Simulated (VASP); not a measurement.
A convergence study with VASP on AgI (space group no. 186 when undisturbed): one setting is varied, all else stays as given below, so the limit is that of these other settings. One atom is moved off its site, so that forces are finite.

```
AgI
1.0
    2.28811    -3.96313     0.00000
    2.28811     3.96313     0.00000
    0.00000     0.00000     7.48747
Ag I
2 2
Cartesian
  2.28811  -1.32105   3.79374
  2.28811   1.32105   0.00000
  2.28811  -1.32105   6.55154
  2.28811   1.32105   2.80780
```

These are PBE GGA, VASP's PBE PAW potentials (set 64) (plane waves; VASP) values and carry that method's errors. The tightest run used: 720 eV cut-off, 6×6×4 Γ-centred mesh, Fermi-Dirac smearing of 0.010 eV, potentials Ag I.

Unless said otherwise, spin-orbit coupling is left out, though it shifts the bands of the heavy elements here. Gaps are read on the run's mesh, which can miss a band edge.

Question: The settings run are ENCUT = 105; ENCUT = 120; ENCUT = 135; ENCUT = 150; ENCUT = 165; ENCUT = 180; ENCUT = 210; ENCUT = 240; ENCUT = 270; ENCUT = 330; ENCUT = 360; ENCUT = 405; ENCUT = 450; ENCUT = 525; ENCUT = 600; ENCUT = 720. From which on does the energy per atom stay within 0.01 eV/atom of the tightest run?

Answer: From ENCUT = 240 on: it is off by 0.0042 there and by no more than 0.01 in any finer run, while ENCUT = 210 is off by 0.0339.
```
setting      E (eV/atom)  pressure (GPa)  gap on the mesh (eV)  plane waves  difference judged (eV/atom)
-----------  -----------  --------------  --------------------  -----------  ---------------------------
ENCUT = 105      10.2667         -373.68                 0.467          342                      12.6458
ENCUT = 120       3.1344         -239.19                 1.033          428                       5.5135
ENCUT = 135      -0.1075         -148.05                 1.590          501                       2.2716
ENCUT = 150      -1.3599          -88.07                 1.626          580                       1.0192
ENCUT = 165      -1.9313          -51.05                 1.548          668                       0.4478
ENCUT = 180      -2.1910          -28.47                 1.454          756                       0.1881
ENCUT = 210      -2.3452           -6.51                 1.415          966                       0.0339
ENCUT = 240      -2.3749            0.51                 1.379         1170                       0.0042
ENCUT = 270      -2.3818            2.07                 1.369         1398                       0.0027
ENCUT = 330      -2.3798            1.89                 1.372         1870                       0.0007
ENCUT = 360      -2.3786            1.89                 1.375         2121                       0.0004
ENCUT = 405      -2.3789            2.05                 1.377         2549                       0.0002
ENCUT = 450      -2.3791            2.15                 1.377         2970                       0.0001
ENCUT = 525      -2.3791            2.13                 1.377         3730                       0.0000
ENCUT = 600      -2.3790            2.13                 1.377         4566                       0.0001
ENCUT = 720      -2.3791            2.16                 1.377         5970                       0.0000
```

Left out are rungs that failed or repeat a setting and relaxations that didn't move; long series are thinned to 24 rows.

The structure is a typed AgI crystal (space group no. 186). The cell was not relaxed at this level, it is distorted from the ideal structure.
